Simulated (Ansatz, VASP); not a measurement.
# MgO (Periclase): VASP beside Ansatz, part 2 of 2

One calculation is typed for both programs; each brings its own data sets. How far apart do they land? The cell is taken from a series of runs on this material, whose earlier steps may have relaxed, scaled, displaced or heated it; both programs get it as it stands.

VASP 6.6.1 and Ansatz 0.2.0.

So far: Set-up; VASP: zone-centre phonons, PBEsol, pair 1.

### 3. Ansatz: zone-centre phonons, PBEsol, pair 1

Level of this step: Ansatz beside VASP: Kohn-Sham DFT, plane waves, PBEsol (Ansatz).

Ansatz runs on its PAW soft_1 files.

The same cell, functional and mesh now go to Ansatz, which takes its cutoff from its data sets.

Contents of input.yaml:

```yaml
crystal:
  lattice:
    - [0.0378981585, 2.1032317075, 2.1032317075]
    - [2.1032317075, 0.0378981585, 2.1032317075]
    - [2.1032317075, 2.1032317075, 0.0378981585]
  atoms:
    - { symbol: O, position: [0.5, 0.5, 0.5] }
    - { symbol: Mg, position: [0.0, 0.0, 0.0] }
kpoints:
  mp_grid: { grid: [12, 12, 12] }
hamiltonian:
  xc: pbesol
  pseudopotentials: { kind: paw, azcp: { folder: soft_1 }, xc_functional: pbe }
scf:
  occupations: { method: fixed }
output:
  eigenvalues: true
phonons:
  method: dfpt
  dielectric: true
  rigid_motions: translations
```

Launch:

```sh
ansatz run input.yaml --threads 4 --pin off --max-ram 10240MiB --backend cpu --events-out ev --progress --plain --runs-dir out
```

Numbers of over 12 decimals in the logs are rounded to 6 here.

The log of the run:

```text
Engine: ansatz 0.2.0, aarch64-unknown-linux-gnu
Pseudopotentials: kind: paw
Pseudopotential: O, paw, valence charge 6, recommended cutoff 420 eV (normal), soft_1/O.paw.azcp
Pseudopotential: Mg, paw, valence charge 10, recommended cutoff 420 eV (normal), soft_1/Mg.paw.azcp
Functional definition: PBEsol
  exchange = pbesol_x
  correlation = pbesol_c
Crystal: 2 atoms, lattice volume = 18.105 Å³
Basis set: ecut = 420 eV, 333 PW (Γ), exchange–correlation on 40×40×40 points (8 copies of the dense FFT grid, shifted against one another)
Bands: 12, of which v1, the nominal top of the filled ones, is band 8 counted from 1 (7 counted from 0)
Symmetry: 12 space group operations
k-points: 476 of 1728 (irreducible under 2 space group operations, time reversal used)
Non-local potential: O, projectors of the file, l = 0: 2, l = 1: 2, l = 2: 1
Non-local potential: Mg, projectors of the file, l = 0: 3, l = 1: 2, l = 2: 1
PAW form: soft (Blöchl's): semilocal exchange-correlation on the pseudo side does not see the compensation charge
PAW frozen core: O, regenerated for the run's functional, and the local potential with it (the file was generated under x = pbe(κ = 0.804, μ = 0.219515), c = pbe(β = 0.066725))
PAW frozen core: Mg, regenerated for the run's functional, and the local potential with it (the file was generated under x = pbe(κ = 0.804, μ = 0.219515), c = pbe(β = 0.066725))
PAW one-centre angular grid: O, 110 points (default); XC on 64 Gauss nodes
PAW one-centre angular grid: Mg, 110 points (default); XC on 64 Gauss nodes
Initial density: superposition of atomic densities (chi_scale 0.1, normalization cell, long waves kept (reshape's long-wave potential 0.00 eV rms))
Initial wavefunctions: pseudopotential atomic-orbital guess
Functional: x = pbesol(κ = 0.804, μ = 0.123457), c = pbesol(β = 0.046)
SCF iter   1: F=—  HF=-2475.854191 eV  |F-HF|=—  |Δ(HF+E_count)|=         —  Δρ=7.13e-2  dr2=4.63e-1  ethr=3.10e-3  ⟨swp⟩=4.6  Hψ=30722  notcnv=0  defer=633
preconditioner: auto → none  [insulator: Δε(μ)=4.542 eV  Ē_g=18.566 eV  n_scr=8 (ndim 8)  ℏωp=24.7 eV  f_vac=0.000  ε∞_Penn≈2.8]
SCF iter   2: F=—  HF=-2475.817246 eV  |F-HF|=—  |Δ(HF+E_count)|=   3.69e-2  Δρ=2.74e-2  dr2=8.02e-2  ethr=2.89e-3  ⟨swp⟩=2.9  Hψ=12203  notcnv=0  defer=770
SCF iter   3: F=—  HF=-2475.856045 eV  |F-HF|=—  |Δ(HF+E_count)|=   3.88e-2  Δρ=1.15e-2  dr2=1.25e-2  ethr=5.01e-4  ⟨swp⟩=2.6  Hψ=9418  notcnv=0  defer=931
SCF iter   4: F=—  HF=-2475.855009 eV  |F-HF|=—  |Δ(HF+E_count)|=   1.04e-3  Δρ=3.16e-3  dr2=1.63e-3  ethr=7.82e-5  ⟨swp⟩=2.0  Hψ=8429  notcnv=0  defer=952
SCF iter   5: F=—  HF=-2475.855139 eV  |F-HF|=—  |Δ(HF+E_count)|=   1.30e-4  Δρ=7.12e-4  dr2=8.06e-5  ethr=1.02e-5  ⟨swp⟩=2.3  Hψ=8014  notcnv=0  defer=952
SCF iter   6: F=—  HF=-2475.855161 eV  |F-HF|=—  |Δ(HF+E_count)|=   2.20e-5  Δρ=7.78e-5  dr2=8.38e-7  ethr=5.04e-7  ⟨swp⟩=2.0  Hψ=7538  notcnv=0  defer=325
SCF iter   7: F=—  HF=-2475.855161 eV  |F-HF|=—  |Δ(HF+E_count)|=   3.23e-7  Δρ=4.81e-6  dr2=1.97e-9  ethr=5.23e-9  ⟨swp⟩=2.1  Hψ=8238  notcnv=0
SCF iter   8: F=-2475.855161 eV  HF=-2475.855161 eV  |F-HF|=7.05e-11  |Δ(HF+E_count)|=   1.53e-9  Δρ=8.24e-7  dr2=5.25e-11  ethr=1.00e-12  ⟨swp⟩=8.1  Hψ=32109  notcnv=0
SCF 1 converged in 8 iterations: F = -2475.855161 eV  dr2 = 5.25e-11
  greatest PAW one-centre occupation: 1.000 electrons in one spin orbital (limit 2), on the Mg atom at site 1 (counted from 0), in its partial waves of l = 0
NSCF: frozen V_eff on 5 k-points
DFPT response loops at Γ: preconditioner auto → none (the input reference at scf.mixing.eps_inf says where Resta's filter doesn't serve); β = 0.50; Broyden in place of MSR1
SCF converged after 8 iterations
Free energy (F): -2475.855161 eV
Harris-Foulkes:  -2475.855161 eV  (|F-HF|=7.05e-11)
Internal energy: -2475.855161 eV  (E = F + TS)
E sigma→0 (E₀):  -2475.855161 eV
Fermi energy:    8.404083 eV
--- Per-component energies (eV) ---
  E_band       = -286.707034
  E_kinetic    = 243.668370
  E_local      = -1671.432669  (includes V_loc(G=0)·N_el)
  E_nonlocal   = 247.706225
  E_hartree    = 552.979032
  E_xc         = -99.685247
  E_vxc        = -128.421864  (∫ρ·V_xc dr)
  E_paw        = -446.204454  (= ΣΔE_a)
  E_vpaw       = -84.186066  (= ΣTr[D̂ρ^β])
  E_aug_tail   = 0.000793  (compensation charges beyond the density's cutoff)
  E_ewald      = -1302.981362
  E_core_change = 0.094150  (= ΣΔE_core)
  E_smearing   = -0.000000  (= −TS)
  E_closure    = -0.000000  (closes the sum)
  Σ components = -2475.855161   (vs F -2475.855161, Δ=0.00e0)
--- Band table (eV; the first three rows and the last of 476) ---
  k-point 0: bands = [... 4 lower, -9.0241, 8.1870, 8.4041, 8.4041, 13.2657, 23.6421, 24.4256, 24.4256]
  k-point 1: bands = [... 4 lower, -8.9404, 7.8842, 8.1732, 8.3509, 13.7221, 23.2389, 23.9659, 24.5958]
  k-point 2: bands = [... 4 lower, -8.7034, 6.8221, 8.0281, 8.2095, 14.6819, 21.8672, 24.3738, 24.9880]
  k-point 475: bands = [... 4 lower, -7.6559, 3.4229, 7.7642, 7.7642, 16.4729, 20.8744, 25.2451, 25.2451]
--- Phonons (Γ-DFPT): 2 representative perturbations + reference, on 476 of 1728 k-points (Σ response iterations 7) ---
  k mesh reduced under 2 symmetry operations, with k and −k counted as one. Each operation leaves every solved perturbation unchanged. A smaller set is not considered because the run solves the response to a homogeneous field
  ASR residual: 5.674e-4 → 0.000e0 eV/Å²; symmetrization residual: 1.056e-6 eV/Å²
  ASR residual per site (eV/Å²): 7.81e-5 5.67e-4
  Γ frequencies (cm⁻¹): 0.00 0.00 0.00 416.41 416.41 420.10
  ε∞ (high-frequency dielectric tensor):
        3.209023     0.015070     0.015070
        0.015070     3.209023     0.015070
        0.015070     0.015070     3.209023
  ε⁰ (static dielectric tensor: ions relaxed, cell fixed):
        9.456837     0.027171     0.027171
        0.027171     9.456837     0.027171
        0.027171     0.027171     9.456837
  ε⁰ − ε∞ (ionic part):
        6.247814     0.012101     0.012101
        0.012101     6.247814     0.012101
        0.012101     0.012101     6.247814
  softest optical mode at Γ: 416.41 cm⁻¹; the repairs (sum rule, projections) moved no ω² at Γ by more than (2.55 cm⁻¹)²
  Born effective charges Z* (e; rows j = field, columns β = displacement):
    site 0:
        -1.96687   -0.00769   -0.00769
        -0.00769   -1.96687   -0.00769
        -0.00769   -0.00769   -1.96687
    site 1:
         1.96687    0.00769    0.00769
         0.00769    1.96687    0.00769
         0.00769    0.00769    1.96687
  Z* charge neutrality: 1.222e-5 e pre-enforcement
  k-mesh period / interband length: 35.0 Å / 1.42 Å = 24.67 at k = (0.0000, 0.0000, 0.0000), direct gap 4.862 eV — 14 or more, which is no proof of convergence
  optical modes at Γ without the LO–TO term, one row a degenerate level:
      ω (cm⁻¹)  modes    IR ((D/Å)²/amu)
        416.41      2            18.3569
        420.10      1             9.3959
  optical modes at Γ + LO–TO along q̂ = [1.0000, 0.0000, 0.0000]:
      ω (cm⁻¹)  modes    IR ((D/Å)²/amu)
        416.41      1             9.1785
        418.85      1             9.3214
        716.98      1             9.2530
  optical modes at Γ + LO–TO along q̂ = [0.0000, 1.0000, 0.0000]:
      ω (cm⁻¹)  modes    IR ((D/Å)²/amu)
        416.41      1             9.1785
        418.85      1             9.3214
        716.98      1             9.2530
  optical modes at Γ + LO–TO along q̂ = [0.0000, 0.0000, 1.0000]:
      ω (cm⁻¹)  modes    IR ((D/Å)²/amu)
        416.41      1             9.1785
        418.85      1             9.3214
        716.98      1             9.2530
```

In the SCF lines HF is the Harris–Foulkes energy and dr2 the Hartree energy of the density residual, in eV; the loop may stop once dr2 is under the threshold and the program's other checks hold. Hψ counts applications of the Hamiltonian.

### 4. Differences

Known differences besides the potentials themselves: fixed occupations in Ansatz, narrow Gaussian smearing in VASP; the data sets hold 16 valence electrons in Ansatz (on its PAW soft_1 files) and 8 in VASP; the cutoff is 420 eV in Ansatz and 600 eV in VASP; Ansatz makes its cores anew for this functional, VASP keeps those of its PBE data sets. Total energies have different zeros and are not compared.

Compared:

```
                                     quantity  Ansatz   VASP  difference
                                        ε∞ xx    3.21   3.13     +2.52 %
                                        ε∞ yy    3.21   3.13     +2.52 %
                                        ε∞ zz    3.21   3.13     +2.52 %
 Born charge of O1 (mean of the diagonal) (e)   -1.97  -1.95       -0.01
Born charge of Mg2 (mean of the diagonal) (e)    1.97   1.95       +0.01
                   optical mode 1 to 2 (cm⁻¹)   416.4  418.9     -0.59 %
                        optical mode 3 (cm⁻¹)   420.1  423.0     -0.69 %
```

Modes are paired by rising frequency, not by their patterns, so a pair may set unlike modes beside each other; they are those without the splitting of longitudinal modes.

### 5. Ansatz: zone-centre phonons, PBEsol, pair 2

Second derivatives magnify differences that forces hide, and they need a tight electronic threshold. The cell compared in this pair holds 18.41 Å³, against 18.10 Å³ for the pair before.

The cell is taken from a series of runs on this material, whose earlier steps may have relaxed, scaled, displaced or heated it; both programs get it as it stands.

input.yaml, the sections that differ from step 3:

```yaml
crystal:
  lattice:
    - [0.0189367914, 2.1053451725, 2.1053451725]
    - [2.1053451725, 0.0189367914, 2.1053451725]
    - [2.1053451725, 2.1053451725, 0.0189367914]
  atoms:
    - { symbol: O, position: [0.5, 0.5, 0.5] }
    - { symbol: Mg, position: [0.0, 0.0, 0.0] }
# kpoints, hamiltonian, scf, output, phonons: as in step 3
```

The log of the run:

```text
[...]
Crystal: 2 atoms, lattice volume = 18.412 Å³
Basis set: ecut = 420 eV, 339 PW (Γ), exchange–correlation on 40×40×40 points (8 copies of the dense FFT grid, shifted against one another)
Bands: 12, of which v1, the nominal top of the filled ones, is band 8 counted from 1 (7 counted from 0)
Symmetry: 12 space group operations
k-points: 476 of 1728 (irreducible under 2 space group operations, time reversal used)
[...]
optical modes at Γ + LO–TO along q̂ = [1.0000, 0.0000, 0.0000]:
      ω (cm⁻¹)  modes    IR ((D/Å)²/amu)
[...]
optical modes at Γ + LO–TO along q̂ = [0.0000, 1.0000, 0.0000]:
      ω (cm⁻¹)  modes    IR ((D/Å)²/amu)
[...]
704.54      1             9.3142
  optical modes at Γ + LO–TO along q̂ = [0.0000, 0.0000, 1.0000]:
      ω (cm⁻¹)  modes    IR ((D/Å)²/amu)
        401.91      1             9.2776
        402.93      1             9.3494
        704.54      1             9.3142
[key lines of the parts left out:]
SCF converged after 8 iterations
Free energy (F): -2475.869560 eV
Fermi energy:    8.150981 eV
```

### 6. VASP: zone-centre phonons, PBEsol, pair 2

The same cell, functional and mesh now go to VASP, with its own data sets.

Contents of INCAR:

```
SYSTEM = MgO
PREC = Accurate
ENCUT = 600
EDIFF = 1E-08
NELM = 120
ISMEAR = 0
SIGMA = 0.01
LREAL = .FALSE.
ALGO = Normal
GGA = PS
NBANDS = 10
LORBIT = 11
LWAVE = .FALSE.
LCHARG = .FALSE.
ISIF = 2
IBRION = 8
LEPSILON = .TRUE.
LASPH = .TRUE.
GGA_COMPAT = .FALSE.
EFERMI = MIDGAP
KPAR = 2
```

Contents of POSCAR:

```
MgO
1.0
    0.0189367914      2.1053451725      2.1053451725
    2.1053451725      0.0189367914      2.1053451725
    2.1053451725      2.1053451725      0.0189367914
O Mg
1 1
Direct
    0.5000000000      0.5000000000      0.5000000000
    0.0000000000      0.0000000000      0.0000000000
```

Contents of KPOINTS:

```
Automatic mesh
0
Gamma
12 12 12
0 0 0
```

Potentials, in the order of the species: O and Mg (PBE family, release 64).

Launch:

```sh
mpirun -np 2 vasp_std
```

The log of the run:

```text
[banner, memory and clock lines left out]
running    2 mpi-ranks, on    1 nodes
[...]
[... a notice as in an earlier step ...]

 LDA part: xc-table for (Slater+PW92), standard interpolation
 POSCAR, INCAR and KPOINTS ok, starting setup
[...]
entering main loop
       N       E                     dE             d eps       ncg     rms          rms(c)
DAV:   1     0.178167704647E+02    0.17817E+02   -0.50263E+03  4284   0.798E+02
DAV:   2    -0.132062862643E+02   -0.31023E+02   -0.30037E+02  4322   0.152E+02
DAV:   3    -0.138979705530E+02   -0.69168E+00   -0.69109E+00  4460   0.208E+01
DAV:   4    -0.138995191600E+02   -0.15486E-02   -0.15486E-02  4180   0.111E+00
[...]
DAV:  11    -0.125115294181E+02    0.17635E-06   -0.37548E-06  4056   0.154E-02    0.326E-03
DAV:  12    -0.125115293839E+02    0.34253E-07   -0.96510E-08  4170   0.381E-03    0.397E-04
DAV:  13    -0.125115293841E+02   -0.28098E-09   -0.11755E-08  2302   0.819E-04
   1 F= -.12511529E+02 E0= -.12511529E+02  d E =0.000000E+00
[...]
force on displaced ion       1 direction 1 :  -5.822  -0.017  -0.017
 Born effective charge ion    1 direction 1 :  -1.960  -0.003  -0.003
 Linear response progress:
  Degree of freedom:   2/  2
       N       E                     dE             d eps       ncg     rms          rms(c)
RMM:   1    -0.205640356482E-02   -0.20564E-02   -0.21731E-04 20235   0.527E-01
RMM:   2    -0.200022886453E-02    0.56175E-04   -0.16766E-04 14440   0.884E-02    0.344E-02
RMM:   3    -0.197755140220E-02    0.22677E-04   -0.16329E-05 15209   0.290E-02    0.179E-02
RMM:   4    -0.198098741914E-02   -0.34360E-05   -0.14128E-05 15185   0.266E-02    0.325E-03
RMM:   5    -0.198276240628E-02   -0.17750E-05   -0.21857E-07 15368   0.389E-03    0.339E-04
RMM:   6    -0.198293640441E-02   -0.17400E-06   -0.15099E-09 15618   0.338E-04    0.148E-04
RMM:   7    -0.198297721396E-02   -0.40810E-07   -0.49726E-10 15711   0.214E-04    0.183E-05
RMM:   8    -0.198300272112E-02   -0.25507E-07   -0.53546E-12 15975   0.131E-05    0.334E-06
RMM:   9    -0.198300352930E-02   -0.80818E-09   -0.32164E-12 14304   0.418E-06    0.464E-07
 first order change of Fermi-energy   0.55975E-04
 force on displaced ion       2 direction 1 :  -5.810  -0.016  -0.016
 Born effective charge ion    2 direction 1 :   1.960   0.003   0.003
 Born effective charges drift removed
 Linear response finished
```

OUTCAR, selected parts (step 6):

```text
  Total        0.2205305      0.2205305      0.2205305     -0.1566670     -0.1566670     -0.1566670
  in kB       19.1901555     19.1901555     19.1901555    -13.6328759    -13.6328759    -13.6328759
  external PRESSURE =      19.1901555 kB  Pullay stress =       0.0000000 kB

 POSITION                                       TOTAL-FORCE (eV/Angst)
 -----------------------------------------------------------------------------------
      2.11481      2.11481      2.11481        -0.000000     -0.000000      0.000000
      0.00000      0.00000      0.00000         0.000000      0.000000     -0.000000
 -----------------------------------------------------------------------------------
    total drift:                               -0.000000     -0.000000      0.000000

 MACROSCOPIC STATIC DIELECTRIC TENSOR (including local field effects in DFT)
 ------------------------------------------------------
           3.148361     0.006896     0.006896
           0.006896     3.148361     0.006896
           0.006896     0.006896     3.148361
 ------------------------------------------------------

 MACROSCOPIC STATIC DIELECTRIC TENSOR IONIC CONTRIBUTION
 ------------------------------------------------------
           6.490962     0.004890     0.004890
           0.004890     6.490962     0.004890
           0.004890     0.004890     6.490962
 ------------------------------------------------------

[... 1 part as in an earlier step ...]

[... 1 further part left out ...]
```

### 7. Side by side

What differs besides the data sets and the points named for the pairs above, as far as they apply: the data sets hold 16 valence electrons in Ansatz (on its PAW soft_1 files) and 8 in VASP. Total energies have different zeros and are not compared.

Compared:

```
                                     quantity  Ansatz   VASP  difference
                                        ε∞ xx    3.23   3.15     +2.47 %
                                        ε∞ yy    3.23   3.15     +2.47 %
                                        ε∞ zz    3.23   3.15     +2.47 %
 Born charge of O1 (mean of the diagonal) (e)   -1.97  -1.96       -0.01
Born charge of Mg2 (mean of the diagonal) (e)    1.97   1.96       +0.01
                   optical mode 1 to 2 (cm⁻¹)   401.9  404.3     -0.60 %
                        optical mode 3 (cm⁻¹)   403.4  406.1     -0.64 %
```

Modes are paired by rising frequency, not by their patterns, so a pair may set unlike modes beside each other; they are those without the splitting of longitudinal modes.

### 8. Outcome

* r.m.s. difference of the optical zone-centre modes, each program's sorted by frequency (zone-centre phonons, PBEsol, pair 1): 2.6 cm⁻¹
* difference in ε∞ xx (zone-centre phonons, PBEsol, pair 1): +2.5 %
* r.m.s. difference of the optical zone-centre modes, each program's sorted by frequency (zone-centre phonons, PBEsol, pair 2): 2.5 cm⁻¹
* difference in ε∞ xx (zone-centre phonons, PBEsol, pair 2): +2.5 %

In words: The r.m.s. difference of the optical zone-centre modes, each program's sorted by frequency is 2.6 cm⁻¹ (zone-centre phonons, PBEsol, pair 1). The data sets hold unlike numbers of valence electrons (16 in Ansatz and 8 in VASP), so part of the differences comes from the potentials. Among the rows given in per cent, the largest difference of the zone-centre phonons, PBEsol, pair 1 pair is in ε∞ xx, +2.5 %. Among the rows given in per cent, the largest difference of the zone-centre phonons, PBEsol, pair 2 pair is in ε∞ xx, +2.5 %. Such differences can come from data sets, numerical settings and the points named under the comparisons, not from the functional's error against experiment.

[Lines on the potential files, build, host, timing and source positions are cut from VASP's logs without a mark.]

[Logs are printed without paths, hosts, clocks, repeated set-up lines and the standing remarks that a program may print on its own settings, such as how far it seeks lower states.]

[Hosts, paths, dates, database ids (printed as entryN), source tags and the programs' standing remarks are cut or masked in the printed files.]
